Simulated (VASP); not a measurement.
Input:

```yaml
crystal:
  lattice:
    - [0.00000, 2.25253, 2.25253]
    - [2.25253, 0.00000, 2.25253]
    - [2.25253, 2.25253, 0.00000]
  atoms:
    - { symbol: Hf, position: [0.00000, 0.00000, 0.00000] }
    - { symbol: N, position: [0.50000, 0.50000, 0.50000] }
```

Method: r2SCAN+rVV10, VASP's PBE PAW potentials (set 64) (plane waves; VASP). Run with 520 eV cut-off, 14×14×14 Γ-centred mesh, first-order Methfessel-Paxton smearing of 0.10 eV, potentials Hf_pv N.

Task: The job: HfN (rock salt), 2 atoms, r2SCAN+rVV10, static run, 520 eV, 14×14×14 Γ-centred mesh. Roughly how much core time does it take on a busy server core?

Result: About 80 core-seconds (one run on a shared machine, a rough figure). It had 104 irreducible k-points, 11 bands, up to 636 plane waves and 24 electronic steps.

The compound is HfN in the rock salt structure. It was relaxed first. The electron count is odd and the run is not spin-polarised, which forces a metal.
